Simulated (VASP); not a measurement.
Data:

```
CdSe
1.0
    2.12551    -3.68149     0.00000
    2.12551     3.68149     0.00000
    0.00000     0.00000     6.93478
Cd Se
2 2
Direct
  0.66667   0.33333   0.50000
  0.33333   0.66667   0.00000
  0.66667   0.33333   0.87600
  0.33333   0.66667   0.37600
```

All values below come from LDA (Ceperley-Alder, Perdew-Zunger), VASP's LDA PAW potentials (set 64) (plane waves; VASP). Settings: 400 eV cut-off, 7×7×4 Γ-centred mesh, tetrahedra with Blöchl corrections, potentials Cd Se.

The cores are frozen, which limits the accuracy of field gradients.

Give the principal components of the electric field gradient (V/Å²) and the asymmetry η at each nucleus.

| atom | Vxx | Vyy | Vzz | η |
|---|---|---|---|---|
| Cd1 | -1.5 | -1.5 | 3.0 | 0.00 |
| Cd2 | -1.5 | -1.5 | 3.0 | 0.00 |
| Se3 | -0.7 | -0.7 | 1.5 | 0.00 |
| Se4 | -0.7 | -0.7 | 1.5 | 0.00 |

The compound is CdSe in the wurtzite structure. It was relaxed first.
